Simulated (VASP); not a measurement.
Computed with PBE GGA, VASP's PBE PAW potentials (set 64) (plane waves; VASP).

Input for VASP

### INCAR
```
# general
SYSTEM =GaN
PREC   =Accurate
ENCUT  =480
LREAL  =.FALSE.
LASPH  =.TRUE.

# electronic loop
EDIFF  =1E-6
NELM   =100
ALGO   =Normal
LMAXMIX=4

# smearing
ISMEAR =0
SIGMA  =0.05

# functional
GGA    =PE

# ions
IBRION =2
NSW    =60
ISIF   =3
EDIFFG =-0.02

# output
LWAVE  =.FALSE.
LCHARG =.FALSE.
```

KPOINTS:
```
kpoints
0
Gamma
7 7 4
0 0 0
```

POSCAR:
```
GaN
1.0
  1.6227726308  -2.8107246057   0.0000000000
  1.6227726308   2.8107246057   0.0000000000
  0.0000000000   0.0000000000   5.2781419904
Ga N
2 2
Cart
  1.6227726308  -0.9369100757   2.6391906655
  1.6227726308   0.9369100757   0.0001196703
  1.6227726308  -0.9369100757   4.6288108553
  1.6227726308   0.9369100757   1.9897398601
```

POTCAR, in this order: Ga N (PBE.64 set). Program: vasp_std.

Output of the run:

### OUTCAR
```
 ion  position               nearest neighbor table
   1  0.667  0.333  0.500-   4 1.98   4 1.98   4 1.98   3 1.99   2 3.24   2 3.24   2 3.24   2 3.24
                             2 3.24   2 3.24
   2  0.333  0.667  0.000-   3 1.98   3 1.98   3 1.98   4 1.99   1 3.24   1 3.24   1 3.24   1 3.24
                             1 3.24   1 3.24
   3  0.667  0.333  0.877-   2 1.98   2 1.98   2 1.98   1 1.99
   4  0.333  0.667  0.377-   1 1.98   1 1.98   1 1.98   2 1.99
  LATTYP: Found a hexagonal cell.
 ALAT       =     3.2455452270
 C/A-ratio  =     1.6262728205
 Subroutine PRICEL returns:
 Original cell was already a primitive cell.
 Subroutine GETGRP returns: Found 12 space group operations
The static configuration has the point symmetry C_3v.
 The point group associated with its full space group is C_6v.
The dynamic configuration has the point symmetry C_3v.
 Subroutine INISYM returns: Found 12 space group operations
 Subroutine IBZKPT returns following result:
 Found     24 irreducible k-points:

 Following reciprocal coordinates:
            Coordinates               Weight
  0.000000  0.000000  0.000000      1.000000
  0.142857 -0.000000  0.000000      6.000000
  0.285714 -0.000000  0.000000      6.000000
...
```

**OSZICAR**
```
       N       E                     dE             d eps       ncg     rms          rms(c)
DAV:   1     0.588074918842E+02    0.58807E+02   -0.71340E+03   576   0.111E+03
DAV:   2    -0.239881134178E+02   -0.82796E+02   -0.75819E+02   800   0.212E+02
DAV:   3    -0.282981008945E+02   -0.43100E+01   -0.42819E+01   744   0.547E+01
DAV:   4    -0.283433821968E+02   -0.45281E-01   -0.45232E-01   680   0.586E+00
DAV:   5    -0.283441789839E+02   -0.79679E-03   -0.79669E-03   744   0.726E-01    0.126E+01
DAV:   6    -0.244036879305E+02    0.39405E+01   -0.15013E+01   692   0.285E+01    0.509E+00
DAV:   7    -0.243922273004E+02    0.11461E-01   -0.80390E-01   628   0.702E+00    0.297E+00
DAV:   8    -0.243472200839E+02    0.45007E-01   -0.81326E-02   688   0.270E+00    0.483E-01
DAV:   9    -0.243424644062E+02    0.47557E-02   -0.17268E-02   740   0.105E+00    0.169E-01
DAV:  10    -0.243430578143E+02   -0.59341E-03   -0.17434E-03   624   0.334E-01    0.500E-02
DAV:  11    -0.243430552349E+02    0.25794E-05   -0.57565E-05   724   0.653E-02    0.182E-02
DAV:  12    -0.243430577647E+02   -0.25298E-05   -0.15942E-05   628   0.322E-02    0.702E-03
DAV:  13    -0.243430576999E+02    0.64721E-07   -0.34346E-07   476   0.577E-03
   1 F= -.24343058E+02 E0= -.24343058E+02  d E =-.243431E+02
```

**OUTCAR**
```
------------------------ aborting loop because EDIFF is reached ----------------------------------------
  FORCE on cell =-STRESS in cart. coord.  units (eV):
  Direction    XX          YY          ZZ          XY          YZ          ZX
  --------------------------------------------------------------------------------------
  Total        0.0378333      0.0378333      0.0545873      0.0000000      0.0000000      0.0000000
  in kB        1.2589190      1.2589189      1.8164139      0.0000000      0.0000000      0.0000000
  external PRESSURE =       1.4447506 kB  Pullay stress =       0.0000000 kB
  volume of cell :       48.15
      direct lattice vectors                 reciprocal lattice vectors
     1.622772631 -2.810724606  0.000000000     0.308114637 -0.177890071  0.000000000
     1.622772631  2.810724606  0.000000000     0.308114637  0.177890071  0.000000000
     0.000000000  0.000000000  5.278141990     0.000000000  0.000000000  0.189460610
  FREE ENERGIE OF THE ION-ELECTRON SYSTEM (eV)
  ---------------------------------------------------
  free  energy   TOTEN  =       -24.3430576999 eV

  energy  without entropy=      -24.3430576999  energy(sigma->0) =      -24.34305770

 reached required accuracy - stopping structural energy minimisation
```
(Selected blocks of OUTCAR.)

The compound is GaN in the wurtzite structure. It was relaxed first, which changed the volume by +5 %. The start is the result of an earlier pass.
